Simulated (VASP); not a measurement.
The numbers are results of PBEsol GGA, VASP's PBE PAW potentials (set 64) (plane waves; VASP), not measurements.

The input files of a VASP run:

### POSCAR
```
Al3InAs4
1
    5.7761707345     0.0000000000     0.0000000000
    0.0000000000     5.7761707345     0.0000000000
    0.0000000000    -0.0000000000     5.7761707345
In As Al
1 4 3
Direct
  0.0000000000   0.0000000000   0.0000000000
  0.2602017511   0.2602017511   0.2602017511
  0.7397982489   0.7397982489   0.2602017511
  0.7397982489   0.2602017511   0.7397982489
  0.2602017511   0.7397982489   0.7397982489
  0.5000000000   0.5000000000   0.0000000000
  0.5000000000   0.0000000000   0.5000000000
  0.0000000000   0.5000000000   0.5000000000
```

### INCAR
```
ALGO=Normal
EDIFF=1E-6
EDIFFG=-0.02
ENCUT=400
GGA=PS
IBRION=2
ISIF=3
ISMEAR=0
LASPH=T
LCHARG=F
LMAXMIX=4
LREAL=F
LWAVE=F
NELM=100
NSW=60
PREC=Accurate
SIGMA=0.05
SYSTEM=Al3InAs4
```

**KPOINTS**
```
Automatic mesh
0
Gamma
4 4 4
0 0 0
```

POTCAR, in this order: In_d As Al (PBE.64 set). Program: vasp_std.

Unless said otherwise, spin-orbit coupling is left out, though it shifts the bands of the heavy elements here.

Task: Predict the energy per atom (σ→0), band gap (on the k-mesh).

Result: 
The energy per atom (σ→0) comes out as -4.826 eV/atom and the band gap (on the k-mesh) comes out as 1.30 eV.

File OSZICAR:
```
...
DAV:   7    -0.386159564264E+02    0.16021E+00   -0.88342E-01   784   0.516E+00    0.120E+00
DAV:   8    -0.386070242538E+02    0.89322E-02   -0.61654E-02   772   0.240E+00    0.702E-01
DAV:   9    -0.386075728733E+02   -0.54862E-03   -0.59709E-03   684   0.764E-01    0.172E-01
DAV:  10    -0.386074355142E+02    0.13736E-03   -0.54803E-04   812   0.225E-01    0.115E-01
DAV:  11    -0.386075035645E+02   -0.68050E-04   -0.20271E-04   660   0.106E-01    0.614E-02
DAV:  12    -0.386075045261E+02   -0.96162E-06   -0.16166E-05   752   0.348E-02    0.374E-02
DAV:  13    -0.386075043799E+02    0.14614E-06   -0.78726E-07   404   0.725E-03
   1 F= -.38607504E+02 E0= -.38607504E+02  d E =-.386075E+02
```

The structure was generated: Al3InAs4 was put into an ordered model structure (P-43m), which need not be its known phase. It was relaxed first. The start is the result of an earlier pass.
